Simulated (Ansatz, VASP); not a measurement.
# Al14Ge24O29 (amorphous Al2O3 against Ge(100), 5.9 A): VASP beside Ansatz

One calculation is typed for both programs; each brings its own data sets. How far apart do they land? The cell is taken from a series of runs on this material, whose earlier steps may have relaxed, scaled, displaced or heated it; both programs get it as it stands.

Main program and level: Ansatz 0.2.0; plane waves, with VASP 6.6.1 beside it; PBE.

## 1. The structure

The cell holds 134 atoms: 48 Ge, 28 Al and 58 O. Its edges and angles: a = 11.440 Å, b = 11.440 Å, c = 16.193 Å, α = 90.0°, β = 90.0°, γ = 90.0°. It derives from Ge (6 planes of diamond Ge(100)). A slab of 6 planes of diamond Ge(100) (starting lattice constant a = 5.72 A), 11.44 x 11.44 A in plane. 86 atoms (28 Al, 58 O) packed at random between the slab and its periodic image at 3.05 g/cm^3 (a layer of 7.0 A) and pushed apart as soft spheres. Langevin MD at fixed cell with the MACE-MP-0b2 small potential (Batatia et al., arXiv:2401.00096), steps of 1.5 fs: 0.63 ps at 3000 K with the crystal held, 3000 to 600 K in 1.8 ps with the crystal held, 600 to 300 K in 0.9 ps with its inner planes held; soft walls kept the melt out of the crystal while it was held. Then all atoms and the cell's height relaxed. The structure's axis is c.

## 2. Ansatz: single point, PBE

Ansatz runs on its default PAW (the set named soft_2) files.

A single point takes one fixed geometry, so differences don't come from the geometry; what else differs is listed under the comparison.

The input, input.yaml:

```yaml
crystal:
  lattice:
    - [11.44, 0.0, 0.0]
    - [0.0, 11.44, 0.0]
    - [0.0, 0.0, 16.19279]
  atoms:
    - { symbol: Ge, position: [0.01897, 0.99379, 0.30093] }
    - { symbol: Ge, position: [0.1608, 0.14028, 0.07368] }
    - { symbol: Ge, position: [0.00483, 0.27559, 0.13736] }
    - { symbol: Ge, position: [0.15436, 0.34686, 0.23811] }
    - { symbol: Ge, position: [0.26678, 0.00786, 0.16872] }
    - { symbol: Ge, position: [0.39859, 0.09994, 0.27154] }
    - { symbol: Ge, position: [0.26904, 0.24103, 0.34444] }
    - { symbol: Ge, position: [0.40827, 0.31117, 0.05924] }
    - { symbol: Ge, position: [0.11149, 0.11886, 0.40689] }
    - { symbol: Ge, position: [0.97641, 0.23073, 0.52725] }
    - { symbol: Ge, position: [0.12634, 0.912, 0.48243] }
    - { symbol: Ge, position: [0.40199, 0.38837, 0.40972] }
    - { symbol: Ge, position: [0.02606, 0.48145, 0.32168] }
    - { symbol: Ge, position: [0.1408, 0.59379, 0.05523] }
    - { symbol: Ge, position: [0.00348, 0.74757, 0.1217] }
    - { symbol: Ge, position: [0.13875, 0.8527, 0.22081] }
    - { symbol: Ge, position: [0.27827, 0.47382, 0.14638] }
    - { symbol: Ge, position: [0.38519, 0.62095, 0.23174] }
    - { symbol: Ge, position: [0.2555, 0.74132, 0.33007] }
    - { symbol: Ge, position: [0.39307, 0.90538, 0.06997] }
    - { symbol: Ge, position: [0.13759, 0.59957, 0.42544] }
    - { symbol: Ge, position: [0.99065, 0.72782, 0.57877] }
    - { symbol: Ge, position: [0.28737, 0.50864, 0.52007] }
    - { symbol: Ge, position: [0.34988, 0.87384, 0.43392] }
    - { symbol: Ge, position: [0.51774, 0.97536, 0.36426] }
    - { symbol: Ge, position: [0.61489, 0.1227, 0.05884] }
    - { symbol: Ge, position: [0.51493, 0.22928, 0.18263] }
    - { symbol: Ge, position: [0.65509, 0.37402, 0.2369] }
    - { symbol: Ge, position: [0.7444, 0.00448, 0.16273] }
    - { symbol: Ge, position: [0.8911, 0.13292, 0.22813] }
[... 98 atom lines left out ...]
    - { symbol: O, position: [0.97078, 0.35554, 0.60038] }
    - { symbol: O, position: [0.24486, 0.65022, 0.98249] }
    - { symbol: O, position: [0.25791, 0.09306, 0.85563] }
    - { symbol: O, position: [0.78917, 0.51238, 0.75225] }
    - { symbol: O, position: [0.62083, 0.85518, 0.93439] }
    - { symbol: O, position: [0.13081, 0.02538, 0.00424] }
kpoints:
  mp_grid: { grid: [1, 1, 1] }
hamiltonian:
  xc: pbe
scf:
  occupations: { method: fermi_dirac, width: 0.025 }
output:
  forces: true
  stress: true
  populations: true
  dos:
    method: { smearing: { sigma: 0.08 } }
    de: 0.05
    projected:
      site_lists:
        layer_1: [1, 2, 7, 13, 14, 16, 19, 25, 28, 31, 37, 38, 40, 100, 111, 133]
        layer_2: [0, 3, 4, 5, 12, 15, 17, 18, 26, 27, 29, 30, 36, 39, 41, 42]
        layer_3: [6, 8, 10, 11, 20, 23, 24, 32, 35, 44, 46, 47]
        layer_4: [9, 21, 22, 33, 34, 45, 54, 55, 70, 74, 75, 77, 80, 81, 88, 91, 92, 101, 105, 106, 109, 120, 121, 126, 127, 128]
        layer_5: [50, 51, 52, 53, 57, 58, 60, 61, 62, 63, 64, 66, 67, 68, 69, 76, 79, 82, 84, 86, 89, 93, 94, 97, 99, 102, 103, 107, 112, 115, 116, 118, 124, 131]
        layer_6: [43, 48, 49, 56, 59, 65, 71, 72, 73, 78, 83, 85, 87, 90, 95, 96, 98, 104, 108, 110, 113, 114, 117, 119, 122, 123, 125, 129, 130, 132]
  eigenvalues: true
  write_density: true
  write_potential: true
  volumetric_format: npy
```

Run with:

```sh
> ansatz run input.yaml --threads 4 --pin off --max-ram 15872MiB --backend cpu --events-out ev --progress --plain --runs-dir out
```

Numbers of over 12 decimals in the logs are rounded to 6 here.

The log of the run:

```text
Engine: ansatz 0.2.0, aarch64-unknown-linux-gnu
Pseudopotentials: kind: paw
Pseudopotential: Ge, paw, valence charge 14, recommended cutoff 420 eV (normal), Ge.paw.azcp
Pseudopotential: Al, paw, valence charge 3, recommended cutoff 420 eV (normal), Al.paw.azcp
Pseudopotential: O, paw, valence charge 6, recommended cutoff 420 eV (normal), O.paw.azcp
Functional definition: PBE
  parameter kappa = 0.804
  parameter beta = 0.066725
  exchange = pbe_x(kappa = kappa, mu = beta*pi^2/3)
  correlation = pbe_c(beta = beta)
Crystal: 134 atoms, lattice volume = 2119.209 Å³
Basis set: ecut = 420 eV, 41479 PW (Γ), exchange–correlation on 160×160×240 points (8 copies of the dense FFT grid, shifted against one another)
Bands: 686, of which v1, the nominal top of the filled ones, is band 552 counted from 1 (551 counted from 0)
Symmetry: 1 space group operations
Space group: P1 (ITA 1), of the structure as read, at distance tolerance 1.3e-4 Å
k-points: 1
Non-local potential: Ge, projectors of the file, l = 0: 2, l = 1: 2, l = 2: 3, l = 3: 1
Non-local potential: Al, projectors of the file, l = 0: 2, l = 1: 2, l = 2: 1
Non-local potential: O, projectors of the file, l = 0: 2, l = 1: 2, l = 2: 1
PAW form: soft (Blöchl's): semilocal exchange-correlation on the pseudo side does not see the compensation charge
PAW one-centre angular grid: Ge, 590 points (default); XC on 64 Gauss nodes
PAW one-centre angular grid: Al, 110 points (default); XC on 64 Gauss nodes
PAW one-centre angular grid: O, 110 points (default); XC on 64 Gauss nodes
Initial density: superposition of atomic densities (neutral atoms: chi_scale 0, normalization atom), corrected by the library's trained network
Initial wavefunctions: pseudopotential atomic-orbital guess
Functional: x = pbe(κ = 0.804, μ = 0.219515), c = pbe(β = 0.066725)
SCF iter   1: F=—  HF=-254198.448225 eV  |F-HF|=—  |Δ(HF+E_count)|=         —  Δρ=3.97e-3  dr2=8.97e-1  ethr=1.77e-3  ⟨swp⟩=6.0  Hψ=2658  notcnv=0  defer=30
preconditioner: auto → Resta (q_TF=auto, 2.447 Å⁻¹)  ε∞=2.9  [insulator: Δε(μ)=0.494 eV  Ē_g=19.438 eV  σ=0.025 eV  W_gap=1.00  n_scr=512 (ndim 8)  ℏωp=26.8 eV  f_vac=0.076  D(μ)=0.01/eV (n_scr^D=0)  ε∞_Penn≈2.9]
SCF iter   2: F=—  HF=-254198.278414 eV  |F-HF|=—  |Δ(HF+E_count)|=   1.70e-1  Δρ=2.22e-3  dr2=1.34e-1  ethr=8.12e-5  ⟨swp⟩=3.0  Hψ=1345  notcnv=0  defer=124
SCF iter   3: F=—  HF=-254198.265342 eV  |F-HF|=—  |Δ(HF+E_count)|=   1.31e-2  Δρ=1.10e-3  dr2=3.99e-2  ethr=1.21e-5  ⟨swp⟩=2.0  Hψ=877  notcnv=0  defer=124
SCF iter   4: F=—  HF=-254198.264968 eV  |F-HF|=—  |Δ(HF+E_count)|=   3.74e-4  Δρ=4.82e-4  dr2=9.99e-3  ethr=3.61e-6  ⟨swp⟩=2.0  Hψ=877  notcnv=0  defer=124
SCF iter   5: F=—  HF=-254198.264984 eV  |F-HF|=—  |Δ(HF+E_count)|=   1.63e-5  Δρ=1.97e-4  dr2=3.46e-3  ethr=9.05e-7  ⟨swp⟩=2.0  Hψ=849  notcnv=0  defer=124
SCF iter   6: F=—  HF=-254198.265089 eV  |F-HF|=—  |Δ(HF+E_count)|=   1.04e-4  Δρ=1.12e-4  dr2=9.91e-4  ethr=3.13e-7  ⟨swp⟩=2.0  Hψ=653  notcnv=0  defer=124
SCF iter   7: F=—  HF=-254198.265152 eV  |F-HF|=—  |Δ(HF+E_count)|=   6.33e-5  Δρ=5.24e-5  dr2=7.95e-5  ethr=8.98e-8  ⟨swp⟩=2.0  Hψ=637  notcnv=0  defer=124
SCF iter   8: F=—  HF=-254198.265451 eV  |F-HF|=—  |Δ(HF+E_count)|=   2.99e-4  Δρ=2.55e-5  dr2=2.62e-5  ethr=7.20e-9  ⟨swp⟩=2.0  Hψ=1153  notcnv=0  defer=124
SCF iter   9: F=—  HF=-254198.265464 eV  |F-HF|=—  |Δ(HF+E_count)|=   1.31e-5  Δρ=9.07e-6  dr2=2.97e-6  ethr=2.38e-9  ⟨swp⟩=2.0  Hψ=826  notcnv=0  defer=124
SCF iter  10: F=—  HF=-254198.265467 eV  |F-HF|=—  |Δ(HF+E_count)|=   2.93e-6  Δρ=4.84e-6  dr2=9.92e-7  ethr=2.69e-10  ⟨swp⟩=2.0  Hψ=1115  notcnv=0  defer=124
SCF iter  11: F=—  HF=-254198.265467 eV  |F-HF|=—  |Δ(HF+E_count)|=   4.51e-7  Δρ=2.12e-6  dr2=1.74e-7  ethr=8.99e-11  ⟨swp⟩=2.0  Hψ=1032  notcnv=0  defer=124
SCF iter  12: F=-254198.265468 eV  HF=-254198.265468 eV  |F-HF|=2.08e-8  |Δ(HF+E_count)|=   1.06e-7  Δρ=1.14e-6  dr2=3.36e-8  ethr=9.06e-12  ⟨swp⟩=16.0  Hψ=4912  notcnv=0
SCF 1 converged in 12 iterations: F = -254198.265468 eV  dr2 = 3.36e-8
  greatest PAW one-centre occupation: 0.999 electrons in one spin orbital (limit 2), on the Ge atom at site 22 (counted from 0), in its partial waves of l = 2
SCF converged after 12 iterations
Free energy (F): -254198.265468 eV
Harris-Foulkes:  -254198.265468 eV  (|F-HF|=2.08e-8)
Internal energy: -254198.265021 eV  (E = F + TS)
E sigma→0 (E₀):  -254198.265244 eV
Entropy (-TS):   -0.000447 eV (-0.003 meV/atom)
Fermi energy:    7.019088 eV
--- Per-component energies (eV) ---
  E_band       = -8946.141206
  E_kinetic    = 16273.320652
  E_local      = -163389.251699  (includes V_loc(G=0)·N_el)
  E_nonlocal   = 23101.222878
  E_hartree    = 70794.881193
  E_xc         = -9035.648681
  E_vxc        = -9391.194985  (∫ρ·V_xc dr)
  E_paw        = -119186.148286  (= ΣΔE_a)
  E_vpaw       = -17130.160789  (= ΣTr[D̂ρ^β])
[...]
--- Löwdin populations: 134 sites ---
  site symbol       q [e]
     0     Ge     14.0031
     1     Ge     13.2086
     2     Ge     14.0182
     3     Ge     14.0562
     4     Ge     14.0349
     5     Ge     13.9836
     6     Ge     13.9448
     7     Ge     13.2181
     8     Ge     13.9972
     9     Ge     12.9775
    10     Ge     13.3624
    11     Ge     14.0429
    12     Ge     13.9769
    13     Ge     13.2059
    14     Ge     14.0451
    15     Ge     13.9863
    16     Ge     14.0228
    17     Ge     13.9724
    18     Ge     14.0103
    19     Ge     13.2639
    20     Ge     13.6090
    21     Ge     13.1622
    22     Ge     13.1840
    23     Ge     14.0437
[...]
126      O      6.7126
   127      O      6.7687
   128      O      6.7720
   129      O      6.7605
   130      O      6.8404
   131      O      6.8205
   132      O      6.7669
   133      O      6.7675
  spilling = 0.004278 (of n_electrons = 1104.000000)
```

The column dr2 measures how far the density is from self-consistency, as an energy; F and HF (Harris–Foulkes) agree once it is small.

## 3. VASP: single point, PBE

The same cell, functional, mesh and smearing now go to VASP, with its own data sets.

Lines of VASP's logs that name or quote its potential files are left out, and so is its time.

The input, INCAR:

```
SYSTEM = Al14Ge24O29
PREC = Accurate
ENCUT = 600
EDIFF = 1E-06
NELM = 120
ISMEAR = -1
SIGMA = 0.025
LREAL = Auto
ALGO = Normal
GGA = PE
NBANDS = 645
LORBIT = 11
LWAVE = .FALSE.
LCHARG = .FALSE.
ISIF = 2
LASPH = .TRUE.
GGA_COMPAT = .FALSE.
EFERMI = MIDGAP
```

The input, POSCAR:

```
Al14Ge24O29
1.0
   11.4400000000      0.0000000000      0.0000000000
    0.0000000000     11.4400000000      0.0000000000
    0.0000000000      0.0000000000     16.1927900000
Ge Al O
48 28 58
Direct
    0.0189700000      0.9937900000      0.3009300000
    0.1608000000      0.1402800000      0.0736800000
    0.0048300000      0.2755900000      0.1373600000
    0.1543600000      0.3468600000      0.2381100000
    0.2667800000      0.0078600000      0.1687200000
    0.3985900000      0.0999400000      0.2715400000
    0.2690400000      0.2410300000      0.3444400000
    0.4082700000      0.3111700000      0.0592400000
    0.1114900000      0.1188600000      0.4068900000
    0.9764100000      0.2307300000      0.5272500000
    0.1263400000      0.9120000000      0.4824300000
    0.4019900000      0.3883700000      0.4097200000
    0.0260600000      0.4814500000      0.3216800000
    0.1408000000      0.5937900000      0.0552300000
    0.0034800000      0.7475700000      0.1217000000
    0.1387500000      0.8527000000      0.2208100000
    0.2782700000      0.4738200000      0.1463800000
    0.3851900000      0.6209500000      0.2317400000
    0.2555000000      0.7413200000      0.3300700000
    0.3930700000      0.9053800000      0.0699700000
    0.1375900000      0.5995700000      0.4254400000
    0.9906500000      0.7278200000      0.5787700000
    0.2873700000      0.5086400000      0.5200700000
    0.3498800000      0.8738400000      0.4339200000
    0.5177400000      0.9753600000      0.3642600000
    0.6148900000      0.1227000000      0.0588400000
    0.5149300000      0.2292800000      0.1826300000
    0.6550900000      0.3740200000      0.2369000000
    0.7444000000      0.0044800000      0.1627300000
    0.8911000000      0.1329200000      0.2281300000
[... 98 atom lines left out ...]
    0.9707800000      0.3555400000      0.6003800000
    0.2448600000      0.6502200000      0.9824900000
    0.2579100000      0.0930600000      0.8556300000
    0.7891700000      0.5123800000      0.7522500000
    0.6208300000      0.8551800000      0.9343900000
    0.1308100000      0.0253800000      0.0042400000
```

The input, KPOINTS:

```
Automatic mesh
0
Gamma
1 1 1
0 0 0
```

Potentials, in the order of the species: Ge_d, Al and O (PBE family, release 64).

Run with:

```sh
> export OMP_NUM_THREADS=3
> mpirun -np 1 vasp_gam
```

The log of the run:

```text
[banner, memory and clock lines left out]
running    1 mpi-ranks, on    1 nodes
[...]
Offloading initialized ...    1 GPUs detected
[...]
LDA part: xc-table for (Slater+PW92), standard interpolation
 POSCAR, INCAR and KPOINTS ok, starting setup
[...]
entering main loop
       N       E                     dE             d eps       ncg     rms          rms(c)
DAV:   1     0.369307846536E+05    0.36931E+05   -0.37400E+05  1442   0.488E+03
DAV:   2     0.835935610083E+04   -0.28571E+05   -0.27375E+05  1290   0.131E+03
DAV:   3     0.735415140010E+03   -0.76239E+04   -0.72806E+04  1314   0.403E+02
DAV:   4    -0.800636538850E+03   -0.15361E+04   -0.14633E+04  1543   0.178E+02
[...]
DAV:  20    -0.832820645296E+03   -0.18366E-05   -0.26376E-05  1588   0.217E-02    0.592E-03
DAV:  21    -0.832820646580E+03   -0.12841E-05   -0.17488E-05  1276   0.105E-02    0.282E-03
DAV:  22    -0.832820646570E+03    0.95315E-08   -0.25372E-06   860   0.661E-03
   1 F= -.83282065E+03 E0= -.83282041E+03  d E =-.482469E-03
```

From OUTCAR (step 3):

```text
  FREE ENERGIE OF THE ION-ELECTRON SYSTEM (eV)
  ---------------------------------------------------
  free  energy   TOTEN  =      -832.8206465703 eV

  energy  without entropy=     -832.8201641018  energy(sigma->0) =     -832.82040534

[... 1 further part left out ...]
```

The run ends at a pressure of -0.20 GPa, with forces up to 0.10 eV/Å.

## 4. Side by side

Known differences besides the potentials themselves: the cutoff is 420 eV in Ansatz and 600 eV in VASP (PREC = Accurate, projectors in real space). Total energies have different zeros and are not compared.

Compared:

```tsv
quantity	Ansatz	VASP	difference
pressure (GPa)	-0.05	-0.20	+0.16
gap on the k mesh (eV)	0.379	0.375	+0.004
```

Forces on 8 of the 134 atoms, those with the largest forces and the largest differences (eV/Å; atoms numbered as in POSCAR):

```tsv
atom	Ansatz x, y, z	VASP x, y, z
Ge22	-0.015, 0.024, 0.007	-0.078, 0.034, 0.001
Ge35	0.026, 0.013, 0.021	-0.015, -0.022, -0.008
Ge44	0.033, 0.003, 0.030	0.058, -0.016, 0.082
Al50	0.029, 0.064, -0.023	0.035, 0.068, -0.019
Al52	-0.067, 0.029, -0.011	-0.049, 0.035, -0.020
Al60	0.073, -0.007, 0.046	0.082, -0.006, 0.040
O79	-0.021, -0.022, 0.055	-0.021, -0.028, 0.056
O120	-0.072, 0.018, -0.039	-0.070, 0.029, -0.038
```

The forces differ by 12 meV/Å r.m.s., which is 58.0 % of the r.m.s. force of 0.021 eV/Å (both taken over all components). A gap on the mesh is an upper bound, since the band edges may lie between its points.

## 5. What came out

```
r.m.s. force difference (single point, PBE) : 12 meV/Å
```

**Reading.** The r.m.s. force difference is 12 meV/Å (single point, PBE), at about the 12 meV/Å picked in this series as the mark of a large difference. What causes the difference of the single point, PBE pair stays open here. How closely two codes agree says nothing of how well the functional describes the real material.

[Lines on the potential files, build, host, timing and source positions are cut from VASP's logs without a mark.]

[Logs are printed without paths, hosts, clocks, repeated set-up lines and the standing remarks that a program may print on its own settings, such as how far it seeks lower states.]

[Hosts, paths, dates, database ids (printed as entryN), source tags and the programs' standing remarks are cut or masked in the printed files.]
